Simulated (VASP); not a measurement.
# Lattice of SiO2 (Stishovite) across functionals and dispersion corrections

Which functional gives the lattice of SiO2 (Stishovite) as experiment finds it, and is a dearer one worth its cost? The levels: PBE, LDA, r2SCAN and PBE + D3(BJ). LASPH is on for some levels and off for others; the table marks which. The start is a cell from a database of measured crystal structures.

Program: VASP 6.6.1. Level of theory: PBE; plane waves and PAW (Si, O), in the first sound run; inputs show where later runs differ. Results are calculated unless marked as measured.

### 1. The structure

Before any relaxation, the start is as follows. The structure is tetragonal, space group P4_2/mnm (No. 136). The conventional cell has a = 4.181 Å, b = 4.181 Å, c = 2.667 Å, α = 90.00°, β = 90.00°, γ = 90.00°. Si has 6 O at 1.76 to 1.81 Å nearest. Nearest to O lie 3 Si at 1.76 to 1.81 Å. Farther neighbours and most contacts between anions are not listed.

Structure file:

```cif
data_structure
_symmetry_space_group_name_H-M 'P 1'
_symmetry_Int_Tables_number 1
_cell_length_a 4.1811
_cell_length_b 4.1811
_cell_length_c 2.6665
_cell_angle_alpha 90.000
_cell_angle_beta 90.000
_cell_angle_gamma 90.000
_cell_volume 46.61
loop_
_atom_site_label
_atom_site_type_symbol
_atom_site_fract_x
_atom_site_fract_y
_atom_site_fract_z
_atom_site_occupancy
Si1 Si 0.00000 0.00000 0.00000 1
Si2 Si 0.50000 0.50000 0.50000 1
O3 O 0.30580 0.30580 0.00000 1
O4 O 0.19420 0.80580 0.50000 1
O5 O 0.69420 0.69420 0.00000 1
O6 O 0.80580 0.19420 0.50000 1
```

### 2. Relaxation with PBE

The start need not lie at this functional's minimum. ISIF = 3 frees volume, shape and positions, and EDIFFG sets the threshold on forces and stress at which the search stops. PBE, the usual starting point, adds the gradient of the density.

Contents of INCAR:

```
SYSTEM = SiO2
PREC = Accurate
ENCUT = 560
EDIFF = 1E-06
NELM = 100
ISMEAR = -1
SIGMA = 0.05
LREAL = .FALSE.
ALGO = Normal
GGA = PE
NBANDS = 22
LORBIT = 11
LWAVE = .FALSE.
LCHARG = .FALSE.
KPAR = 2
IBRION = 2
NSW = 60
ISIF = 3
EDIFFG = -0.01
```

Contents of POSCAR:

```
SiO2
1.0
    4.1811000000      0.0000000000      0.0000000000
    0.0000000000      4.1811000000      0.0000000000
    0.0000000000      0.0000000000      2.6665000000
Si O
2 4
Direct
    0.0000000000      0.0000000000      0.0000000000
    0.5000000000      0.5000000000      0.5000000000
    0.3058000000      0.3058000000      0.0000000000
    0.1942000000      0.8058000000      0.5000000000
    0.6942000000      0.6942000000      0.0000000000
    0.8058000000      0.1942000000      0.5000000000
```

Contents of KPOINTS:

```
Automatic mesh
0
Gamma
5 5 7
0 0 0
```

Potentials, in the order of the species: Si and O (PBE family, release 64).

Started as:

```console
mpirun -np 2 vasp_std
```

What it wrote:

```text
[banner, memory and clock lines left out]
running    2 mpi-ranks, on    1 nodes
 distrk:  each k-point on    1 cores,    2 groups
 distr:  one band on    1 cores,    1 groups

 POSCAR found type information on POSCAR SiO
 POSCAR found :  2 types and       6 ions
 LDA part: xc-table for (Slater+PW92), standard interpolation
 POSCAR, INCAR and KPOINTS ok, starting setup
 FFT: planning ... GRIDC
 FFT: planning ... GRID_SOFT
 FFT: planning ... GRID
 WAVECAR not read
 entering main loop
       N       E                     dE             d eps       ncg     rms          rms(c)
DAV:   1     0.157545586146E+03    0.15755E+03   -0.18735E+04  1056   0.149E+03
DAV:   2    -0.437229845787E+02   -0.20127E+03   -0.19376E+03  1394   0.313E+02
DAV:   3    -0.508536311805E+02   -0.71306E+01   -0.71055E+01  1344   0.594E+01
DAV:   4    -0.509042021563E+02   -0.50571E-01   -0.50537E-01  1320   0.581E+00
DAV:   5    -0.509046625520E+02   -0.46040E-03   -0.46034E-03  1320   0.538E-01    0.176E+01
DAV:   6    -0.462196224366E+02    0.46850E+01   -0.16459E+01  1266   0.278E+01    0.800E+00
DAV:   7    -0.462415688660E+02   -0.21946E-01   -0.59018E-01  1248   0.506E+00    0.296E+00
DAV:   8    -0.462551380671E+02   -0.13569E-01   -0.20666E-02  1272   0.138E+00    0.109E+00
DAV:   9    -0.462614637594E+02   -0.63257E-02   -0.84769E-03  1260   0.898E-01    0.268E-01
DAV:  10    -0.462616844238E+02   -0.22066E-03   -0.56142E-04  1296   0.186E-01    0.430E-02
DAV:  11    -0.462616545464E+02    0.29877E-04   -0.12478E-04  1320   0.819E-02    0.621E-03
DAV:  12    -0.462616555629E+02   -0.10165E-05   -0.70690E-06  1308   0.195E-02    0.426E-03
DAV:  13    -0.462616554961E+02    0.66768E-07   -0.90022E-07   852   0.747E-03
   1 F= -.46261655E+02 E0= -.46261655E+02  d E =-.462617E+02
 curvature:   0.00 expect dE= 0.000E+00 dE for cont linesearch  0.000E+00
 trial: gam= 0.00000 g(F)=  0.583E-03 g(S)=  0.220E+00 ort = 0.000E+00 (trialstep = 0.100E+01)
 search vector abs. value=  0.221E+00
 bond charge predicted
       N       E                     dE             d eps       ncg     rms          rms(c)
DAV:   1    -0.469942387962E+02   -0.73258E+00   -0.18009E+01  1278   0.353E+01    0.707E+00
DAV:   2    -0.462596230188E+02    0.73462E+00   -0.25986E+00  1242   0.119E+01    0.135E+00
DAV:   3    -0.462420083986E+02    0.17615E-01   -0.99673E-02  1230   0.214E+00    0.740E-01
DAV:   4    -0.462351498059E+02    0.68586E-02   -0.57541E-03  1230   0.578E-01    0.258E-01
DAV:   5    -0.462342364156E+02    0.91339E-03   -0.12540E-03  1290   0.241E-01    0.737E-02
DAV:   6    -0.462342355714E+02    0.84419E-06   -0.30296E-05  1206   0.403E-02    0.229E-02
DAV:   7    -0.462342312690E+02    0.43024E-05   -0.69816E-06  1320   0.186E-02    0.241E-03
DAV:   8    -0.462342310969E+02    0.17206E-06   -0.19084E-07   714   0.325E-03
   2 F= -.46234231E+02 E0= -.46234231E+02  d E =0.274244E-01
[...]
3 F= -.46308554E+02 E0= -.46308554E+02  d E =-.468986E-01
[...]
4 F= -.46308552E+02 E0= -.46308552E+02  d E =-.468964E-01
[...]
5 F= -.46311109E+02 E0= -.46311109E+02  d E =-.255674E-02
[...]
6 F= -.46311110E+02 E0= -.46311110E+02  d E =-.255804E-02
[...]
7 F= -.46311485E+02 E0= -.46311485E+02  d E =-.374638E-03
 trial-energy change:   -0.000375  1 .order   -0.000368   -0.000707   -0.000029
 step:   0.9158(harm=  0.9179)  dis= 0.00020  next Energy=   -46.311485 (dE=-0.375E-03)
 bond charge predicted
       N       E                     dE             d eps       ncg     rms          rms(c)
DAV:   1    -0.463114862610E+02   -0.74837E-06   -0.92062E-05  1242   0.773E-02    0.778E-03
DAV:   2    -0.463114853590E+02    0.90199E-06   -0.24157E-06  1054   0.122E-02
   8 F= -.46311485E+02 E0= -.46311485E+02  d E =-.375384E-03
 curvature:  -0.53 expect dE=-0.169E-04 dE for cont linesearch -0.107E-05
 trial: gam= 0.00553 g(F)=  0.357E-05 g(S)=  0.284E-04 ort = 0.433E-04 (trialstep = 0.888E+00)
 search vector abs. value=  0.325E-04
 reached required accuracy - stopping structural energy minimisation
```

Run time: 20 s. Hardware: 2 MPI ranks of Intel Xeon 6975P-C (Granite Rapids), shared host; peak memory 0.31 GiB.

The logs omit lines about the potential files and the build; timing stands in the text.

OUTCAR, selected parts (step 2):

```text
ion  position               nearest neighbor table
   1  0.000  0.000  0.000-   4 1.76   6 1.76   4 1.76   6 1.76   5 1.81   3 1.81
   2  0.500  0.500  0.500-   3 1.76   5 1.76   3 1.76   5 1.76   4 1.81   6 1.81
   3  0.306  0.306  0.000-   2 1.76   2 1.76   1 1.81
   4  0.194  0.806  0.500-   1 1.76   1 1.76   2 1.81
   5  0.694  0.694  0.000-   2 1.76   2 1.76   1 1.81
   6  0.806  0.194  0.500-   1 1.76   1 1.76   2 1.81

  LATTYP: Found a simple tetragonal cell.
 ALAT       =     4.1811000000
 C/A-ratio  =     0.6377508311

 Subroutine GETGRP returns: Found 16 space group operations
 (whereof  8 operations were pure point group operations)

The static configuration has the point symmetry D_2h.
 The point group associated with its full space group is D_4h.

 Found     24 irreducible k-points:

   k-points           NKPTS =     24   k-points in BZ     NKDIM =     24   number of bands    NBANDS=     22

   dimension x,y,z NGX =    32 NGY =   32 NGZ =   24
   dimension x,y,z NGXF=    64 NGYF=   64 NGZF=   48

   ENCUT  =  560.0 eV  41.16 Ry    6.42 a.u.   8.07  8.07  5.15*2*pi/ulx,y,z

   NELECT =      32.0000    total number of electrons

 k-points in reciprocal lattice and weights: Automatic mesh
   0.00000000  0.00000000  0.00000000       0.006
   0.20000000  0.00000000  0.00000000       0.023
   0.40000000  0.00000000  0.00000000       0.023
   0.20000000  0.20000000  0.00000000       0.023
   0.40000000  0.20000000  0.00000000       0.046
   0.40000000  0.40000000  0.00000000       0.023
   0.00000000  0.00000000  0.14285714       0.011
   0.20000000  0.00000000  0.14285714       0.046
   0.40000000  0.00000000  0.14285714       0.046
[...]
0.40000000  0.20000000  0.42857143       0.091
   0.40000000  0.40000000  0.42857143       0.046

 average (electrostatic) potential at core
       1 -81.7828       2 -81.7828       3 -67.1897       4 -67.1897       5 -67.1897
       6 -67.1897

 E-fermi :   8.7092

 k-point     1 :       0.0000    0.0000    0.0000
  band No.  band energies     occupation
    ...
     12       4.7041      2.00000
     13       5.2284      2.00000
     14       6.8942      2.00000
     15       6.8942      2.00000
     16       7.7516      2.00000
     17      12.7532      0.00000
     18      14.3208      0.00000
     19      16.0022      0.00000
     20      16.0022      0.00000
     21      18.8146      0.00000
    ...

 k-point     2 :       0.2000    0.0000    0.0000
  band No.  band energies     occupation
    ...
     12       4.7869      2.00000
     13       5.2959      2.00000
     14       6.0862      2.00000
     15       6.8266      2.00000
     16       7.4539      2.00000
     17      13.3855      0.00000
     18      14.6320      0.00000
     19      16.0994      0.00000
     20      16.1188      0.00000
     21      19.3026      0.00000
    ...

 k-point     3 :       0.4000    0.0000    0.0000
  band No.  band energies     occupation
    ...
     12       4.5749      2.00000
     13       4.9960      2.00000
     14       5.2167      2.00000
     15       6.6975      2.00000
     16       6.8579      2.00000
     17      14.5691      0.00000
     18      15.1547      0.00000
     19      16.3651      0.00000
     20      16.5938      0.00000
     21      18.6285      0.00000
    ...

  Total       -0.0146381     -0.0146381     -0.0556828      0.0000000      0.0000000      0.0000000
  in kB       -0.4859067     -0.4859067     -1.8483677      0.0000000      0.0000000      0.0000000
  external PRESSURE =      -0.9400603 kB  Pullay stress =       0.0000000 kB

  energy-cutoff  :      560.00
  volume of cell :       48.27
      direct lattice vectors                 reciprocal lattice vectors
     4.233040685  0.000000000  0.000000000     0.236236803  0.000000000  0.000000000
    -0.000000000  4.233040685  0.000000000    -0.000000000  0.236236803  0.000000000
     0.000000000  0.000000000  2.693633243     0.000000000  0.000000000  0.371245790

 POSITION                                       TOTAL-FORCE (eV/Angst)
 -----------------------------------------------------------------------------------
      0.00000      0.00000      0.00000         0.000000     -0.000000     -0.000000
      2.11652      2.11652      1.34682         0.000000     -0.000000     -0.000000
      1.29875      1.29875      0.00000         0.003042      0.003042      0.000000
      0.81777      3.41527      1.34682        -0.003042      0.003042     -0.000000
      2.93429      2.93429      0.00000        -0.003042     -0.003042     -0.000000
      3.41527      0.81777      1.34682         0.003042     -0.003042     -0.000000
 -----------------------------------------------------------------------------------
    total drift:                               -0.000000      0.000000     -0.000000

  FREE ENERGIE OF THE ION-ELECTRON SYSTEM (eV)
  ---------------------------------------------------
  free  energy   TOTEN  =       -46.3114853590 eV

  energy  without entropy=      -46.3114853589  energy(sigma->0) =      -46.31148536

 reached required accuracy - stopping structural energy minimisation

 total charge
# of ion       s       p       d       tot
------------------------------------------
    1        0.583   0.845   0.000   1.428
    2        0.583   0.845   0.000   1.428
    3        1.547   3.666   0.000   5.213
    4        1.547   3.666   0.000   5.213
    5        1.547   3.666   0.000   5.213
    6        1.547   3.666   0.000   5.213
--------------------------------------------------
tot          7.354  16.353   0.000  23.707

[... 3 further parts left out ...]
```

The gap is read on the k-mesh alone, so it is an upper bound where the band edges lie off the mesh. The run keeps the 16 symmetry operations of its start, so it cannot find a distortion of lower symmetry.

Relaxation path:

| step | energy less that of the first step (eV) | largest force (eV/Å) | pressure (GPa) | volume (Å³) |
| --- | --- | --- | --- | --- |
| 1 | 0.0000 | 0.0549 | 10.33 | 46.61 |
| 2 | 0.0274 | 0.4219 | -11.20 | 50.08 |
| 3 | -0.0469 | 0.1724 | 0.04 | 48.11 |
| 4 | -0.0469 | 0.1682 | 0.22 | 48.08 |
| 5 | -0.0495 | 0.0231 | 0.16 | 48.20 |
| 6 | -0.0495 | 0.0178 | 0.17 | 48.19 |
| 7 | -0.0498 | 0.0031 | -0.11 | 48.26 |
| 8 | -0.0498 | 0.0043 | -0.09 | 48.27 |

| conventional cell, symmetrised | before | after | change |
| --- | --- | --- | --- |
| a (Å) | 4.181 | 4.233 | +1.2 % |
| b (Å) | 4.181 | 4.233 | +1.2 % |
| c (Å) | 2.667 | 2.694 | +1.0 % |
| volume (Å³/atom) | 7.77 | 8.04 | +3.5 % |

The relaxed structure:

```
Si O
1.0
     4.23304    0.00000    0.00000
     0.00000    4.23304    0.00000
     0.00000    0.00000    2.69363
Si O
2 4
Direct
  0.00000 0.00000 0.00000
  0.50000 0.50000 0.50000
  0.30681 0.30681 0.00000
  0.19319 0.80681 0.50000
  0.69319 0.69319 0.00000
  0.80681 0.19319 0.50000
```

A gap read on the k-mesh alone can miss the band edges.

Numbers from this step:

```
electrons                       : 32
bands                           : 22
irreducible k points            : 24
symmetry operations             : 16
free energy (TOTEN)             : -46.31 eV
Fermi energy                    : 8.709 eV
pressure                        : -0.09401 GPa
metallic                        : no
valence top at k                : 0, 0, 0
conduction bottom at k          : 0, 0, 0
least direct gap at k           : 0, 0, 0
SCF cycles over all ionic steps : 48
gap on the k-mesh               : 5.002 eV
least direct gap on the k-mesh  : 5.002 eV
```

It ends with a largest force of 0.004 eV/Å and a pressure of -0.09 GPa. The volume lies +3.5 % from that of the database's start. The conventional cell has a = 4.233 and c = 2.694 Å.

(Part 1 of 2 ends here.)

[Lines on the potential files, build, host, timing and source positions are cut from VASP's logs without a mark.]

[Logs are printed without paths, hosts, clocks, repeated set-up lines and the standing remarks that a program may print on its own settings, such as how far it seeks lower states.]

[Hosts, paths, dates, database ids (printed as entryN), source tags and the programs' standing remarks are cut or masked in the printed files.]

[A measured line is paired with the nearest computed mode of its activity, which favours agreement.]
